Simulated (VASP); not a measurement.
Given:

```xyz
2
Lattice="0.0000 2.8685 2.8685 2.8685 0.0000 2.8685 2.8685 2.8685 0.0000" Properties=species:S:1:pos:R:3 pbc="T T T"
Ge     0.0000     0.0000     0.0000
Ge     1.4343     1.4343     1.4343
```

Computed with vdW-DF-cx, VASP's PBE PAW potentials (set 64) (plane waves; VASP). Run with 520 eV cut-off, 11×11×11 Γ-centred mesh, first-order Methfessel-Paxton smearing of 0.10 eV, potentials Ge_d.

Task: Predict the energy per atom (σ→0), pressure, band gap (on the k-mesh) with the smallest direct gap where there is one.

Result: 
band gap (on the k-mesh): none (metal, semimetal or under 0.01 eV)
energy per atom (σ→0): -1.310 eV/atom
pressure: -1.85 GPa

Total energies compare only between runs with the same potentials, cut-off and functional.

The compound is Ge in the diamond structure. This cell is one point of a volume scan, at 1.03 of the reference volume.
